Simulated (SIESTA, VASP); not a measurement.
A VASP calculation is set up with these files.

File POSCAR:
```
AlAs
5.660
  0.0000000000   0.5000000000   0.5000000000
  0.5000000000   0.0000000000   0.5000000000
  0.5000000000   0.5000000000   0.0000000000
Al As
1 1
direct
  0.0000000000   0.0000000000   0.0000000000
  0.2500000000   0.2500000000   0.2500000000
```

File KPOINTS:
```
Automatic mesh
0
Gamma
8 8 8
0 0 0
```

### INCAR
```
ALGO = Normal
EDIFF = 1E-6
ENCUT = 300
GGA = PE
GGA_COMPAT = .False.
ISIF = 2
ISMEAR = -1
LASPH = .True.
LCHARG = .False.
LMAXMIX = 4
LNONCOLLINEAR = .True.
LORBIT = 11
LREAL = .False.
LSORBIT = .True.
LWAVE = .False.
MAGMOM = 6*0.0
NELM = 100
PREC = Accurate
SIGMA = 0.05
SYSTEM = AlAs
```

POTCAR, in this order: Al As (PBE.64 set). Program: vasp_ncl.

Q: Write an input for SIESTA that does the same calculation.

A: One input that does it (GGA PBE with spin-orbit coupling, numerical atomic orbitals DZP, PseudoDojo PBE fully relativistic norm-conserving potentials (rewritten from UPF to PSML)):
```
# files in the folder: Al.psml As.psml (PseudoDojo PBE fully relativistic)
SystemName  AlAs
SystemLabel alas

NumberOfAtoms                2
NumberOfSpecies              2
%block ChemicalSpeciesLabel
  1 13 Al
  2 33 As
%endblock ChemicalSpeciesLabel
LatticeConstant              1.0 Bohr
%block LatticeVectors
     0.000000000    5.347924933    5.347924933
     5.347924933    0.000000000    5.347924933
     5.347924933    5.347924933    0.000000000
%endblock LatticeVectors
AtomicCoordinatesFormat      Fractional
%block AtomicCoordinatesAndAtomicSpecies
     0.000000000    0.000000000    0.000000000  1
     0.250000000    0.250000000    0.250000000  2
%endblock AtomicCoordinatesAndAtomicSpecies

XC.functional                GGA
XC.authors                   PBE
PAO.BasisSize                DZP
PAO.EnergyShift              0.005 Ry
MeshCutoff                   300 Ry
%block kgrid.MonkhorstPack
    8   0   0  0.0
    0   8   0  0.0
    0   0   8  0.0
%endblock kgrid.MonkhorstPack
OccupationFunction           FD
ElectronicTemperature        50.0 meV
Spin                         spin-orbit
%block DM.InitSpin
  1 0.00 0.00 0.00
  2 0.00 0.00 0.00
%endblock DM.InitSpin

MaxSCFIterations             150
SCF.Mixer.Method             Broyden
SCF.Mixer.Weight             0.25
SCF.Mixer.History            8
SCF.DM.Tolerance             1.0E-05
Diag.ParallelOverK           true
WriteForces                  true
Charge.Mulliken              end
```
Both are inputs of real runs that ended normally. What can't carry over is the choice of potentials or basis and its cut-off, and each code's defaults.

The structure is a typed AlAs crystal (F-43m). The cell was not relaxed at this level, and it may have been scaled.
